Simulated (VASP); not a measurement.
**FeCu: single point with PBE**

FeCu:

```xyz
2
Lattice="0.0000 2.1697 2.1697 2.1697 0.0000 2.1697 2.1697 2.1697 0.0000" Properties=species:S:1:pos:R:3 pbc="T T T"
Fe    2.1697    2.1697    2.1697
Cu    0.0000    0.0000    0.0000
```

The cell was built by a generator and needn't be a form met in nature.

| Quantity | Value |
| --- | --- |
| Program | VASP 6.6.1 |
| Task | single point |
| Functional | PBE |
| Potentials or basis | VASP PAW PBE potentials, release 64 (Fe, Cu) |
| Cutoff | 520 eV |
| k mesh | 11 × 11 × 11 |
| Occupations | fermi-dirac, width 0.05 eV |
| Spin | collinear spin, ferromagnetic start |
| Starting moments | [3.0, 0.6] μB |

```json
{"Pressure": "76.3 GPa", "Band gap on the k mesh": "none (metal or under the smearing width)", "Net moment": "2.68 μB per cell", "Site moments": "Fe +2.46; Cu +0.20 μB", "Valence electrons inside the program's atomic spheres": "Fe 7.56; Cu 10.50"}
```

Levels at points of the mesh, in eV from the Fermi level:
Spin up:
| k point | band 9 | band 10 | band 11 | band 12 | band 13 | band 14 |
| --- | --- | --- | --- | --- | --- | --- |
| (0.00, 0.00, 0.00) | -1.28 | 0.10 | 0.10 | 13.34 | 13.34 | 13.34 |
Spin down:
```csv
k point,band 4,band 5,band 6,band 7,band 8,band 9,band 10,band 11,band 12,band 13
"(0.00, 0.00, 0.00)",-4.81,-4.81,-4.81,0.86,0.86,0.86,1.65,1.65,13.28,13.55
```

Run time: 30 s on 1 thread of Intel(R) Xeon(R) Platinum 8488C (Sapphire Rapids) (shared host), peak memory 0.16 GiB.

Caveat: a pressure of tens of GPa on the cell as given is suspect, and the run, the potentials or the cell itself is likely at fault.
